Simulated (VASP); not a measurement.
```yaml
crystal:
  lattice:
    - [2.77233, 0.00000, 0.00000]
    - [0.00000, 2.77233, 0.00000]
    - [0.00000, 0.00000, 2.77233]
  atoms:
    - { symbol: Se, position: [0.00000, 0.00000, 0.00000] }
```

Calculation: LDA (Ceperley-Alder, Perdew-Zunger), VASP's LDA PAW potentials (set 64) (plane waves; VASP). Numerical set-up: 400 eV cut-off, Gaussian smearing of 0.050 eV, potentials Se.

Give the energies of bands 2 to 5 at the high-symmetry points, in eV from the Fermi level.

| band | Γ | X | M | R |
|---|---|---|---|---|
| 2 | 1.47 | -7.48 | -5.38 | -3.53 |
| 3 | 1.47 | 3.03 | -5.38 | -3.53 |
| 4 | 1.47 | 3.03 | 2.50 | -3.53 |
| 5 | 7.71 | 10.02 | 4.45 | 5.60 |

It has no gap at this level: it comes out as a metal or semimetal.

The structure comes from a computed database's Se entry (Pm-3m); how it stands against other phases isn't given here. It was relaxed first.
